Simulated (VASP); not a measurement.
Given:

```
CELL_PARAMETERS angstrom
      6.07803     0.00000     0.00108
      0.00000     3.58780     0.00000
     -0.00547     0.00000     6.20297
ATOMIC_POSITIONS crystal
  Hf 0.00000 0.50000 0.50000
  Ti 0.00000 0.00000 0.00000
  Se 0.26191 0.00000 0.32428
  Se 0.73809 0.00000 0.67572
  Se 0.25406 0.50000 0.84327
  Se 0.74594 0.50000 0.15673
```

Calculation: PBEsol GGA, VASP's PBE PAW potentials (set 64) (plane waves; VASP). Settings: 400 eV cut-off, Gaussian smearing of 0.050 eV, potentials Hf_pv Ti_sv Se.

Without a dispersion term in the relaxation, distances and binding between the weakly bound layers, chains or molecules are unreliable, and so is what depends on them.

Problem. Give the energies of bands 13 to 26 at the high-symmetry points, in eV from the Fermi level.

Solution. 
| band | Γ | Z | D | B | A | E | C2 | Y2 |
|---|---|---|---|---|---|---|---|---|
| 13 | -5.32 | -4.40 | -5.27 | -4.57 | -4.01 | -5.34 | -4.53 | -4.47 |
| 14 | -3.69 | -3.96 | -3.76 | -3.76 | -3.98 | -4.49 | -4.46 | -4.03 |
| 15 | -2.98 | -3.90 | -3.62 | -3.33 | -3.66 | -4.43 | -4.33 | -2.87 |
| 16 | -2.68 | -3.52 | -3.07 | -2.99 | -2.64 | -2.98 | -3.10 | -2.69 |
| 17 | -2.46 | -3.28 | -2.86 | -2.92 | -2.52 | -2.84 | -3.00 | -2.66 |
| 18 | -2.46 | -3.23 | -2.82 | -2.35 | -2.38 | -2.62 | -2.90 | -2.40 |
| 19 | -2.43 | -2.93 | -2.62 | -2.32 | -2.36 | -2.59 | -2.63 | -2.40 |
| 20 | -1.46 | -2.83 | -2.42 | -1.11 | -1.57 | -1.31 | -2.28 | -1.23 |
| 21 | 0.01 | -2.39 | -2.38 | -1.04 | -1.33 | -1.28 | -2.19 | -1.06 |
| 22 | 0.06 | -2.00 | -1.45 | -0.90 | -1.04 | -1.01 | -2.01 | -0.16 |
| 23 | 0.28 | -1.66 | -1.36 | -0.81 | -1.02 | -0.93 | -1.88 | 0.06 |
| 24 | 0.30 | 0.80 | 0.02 | 0.19 | 0.26 | -0.20 | 0.75 | 0.07 |
| 25 | 0.62 | 1.30 | 0.19 | 0.78 | 0.75 | -0.11 | 0.93 | 0.60 |
| 26 | 0.67 | 1.48 | 1.27 | 1.18 | 1.30 | 1.26 | 1.31 | 0.77 |

It has no gap at this level: it comes out as a metal or semimetal.

The structure comes from a computed database's HfTiSe4 entry (P2/m); how it stands against other phases isn't given here. It was relaxed first, which changed the volume by -9 %.
